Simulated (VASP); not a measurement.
PtC18, 19 atoms in the cell. The cell holds a slab with vacuum, 19 atoms: a = 7.398 Å, b = 7.398 Å, c = 12.000 Å, α = 90.00°, β = 90.00°, γ = 120.00°. The cell was built by a generator and needn't be a form met in nature.

| Item | Value |
| --- | --- |
| Program | VASP 6.6.1 |
| Task | single point |
| Functional | PBEsol |
| Potentials or basis | VASP PAW PBE potentials, release 64 (C, Pt) |
| Cutoff | 520 eV |
| k mesh | 2 × 2 × 1 |
| Occupations | gaussian, width 0.05 eV |
| Spin | no spin polarisation |
| Dipole correction | no |
| Further INCAR settings | LREAL = Auto; ALGO = Fast; EDIFF = 1e-07; NBANDS = 56 |

Potentials or basis: VASP PAW PBE potentials, release 64 (C, Pt).

Command:

```console
$ cat potpaw_PBE.64/C/POTCAR potpaw_PBE.64/Pt/POTCAR > POTCAR
$ mpirun -np 1 vasp_std > vasp.out
```

Hardware: 1 thread of Intel(R) Xeon(R) Platinum 8375C CPU @ 2.90GHz (Ice Lake), with other jobs on the host.

Q: How long does it take, and how much memory?

A: Wall time 11 min on 1 thread of Intel(R) Xeon(R) Platinum 8375C CPU @ 2.90GHz (Ice Lake) (shared host), peak memory 0.62 GiB. Counts: scf iterations 26, k points 4.
